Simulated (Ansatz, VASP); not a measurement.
BeCl3: VASP beside Ansatz

```xyz
4
Lattice="0.0000 3.3125 3.3125 3.3125 0.0000 3.3125 3.3125 3.3125 0.0000" Properties=species:S:1:pos:R:3 pbc="T T T"
Be    0.0000    0.0000    0.0000
Cl    1.6563    1.6563    1.6563
Cl    4.9688    4.9688    4.9688
Cl    3.3125    3.3125    3.3125
```

Change from the starting cell: species swapped into the Mn3Si type (Fm-3m, No. 225).

Alike in both runs: functional PBE; k mesh 12 × 12 × 12; occupations gaussian, width 0.1 eV; no spin polarisation.

Ansatz relaxed the structure, and its values are those at the end. VASP's run is a single point on that final structure, the one shown.

```csv
,VASP,Ansatz
version,VASP 6.6.1,Ansatz 0.2.0
potentials or method,"VASP PAW PBE potentials, release 64 (Be, Cl)","scalar-relativistic, plane waves, PAW"
plane-wave cutoff (eV),520,420
valence electrons in the cell,23,23
```

Ansatz gave:

| Quantity | Value |
| --- | --- |
| gap on the k mesh at the Fermi level (eV) | none |
| pressure (GPa) | 0.0 |

Problem. What did VASP give for the same quantities?

Solution. gap on the k mesh at the Fermi level (eV): none; pressure (GPa): -0.1.

A gap of «none» marks a metal or a gap that the smearing closes. With one functional, cell and mesh, what is left measures potentials, basis and numerics.

Caveats: an odd number of electrons without spin polarisation forces a metal; a magnetic or distorted state may lie lower.
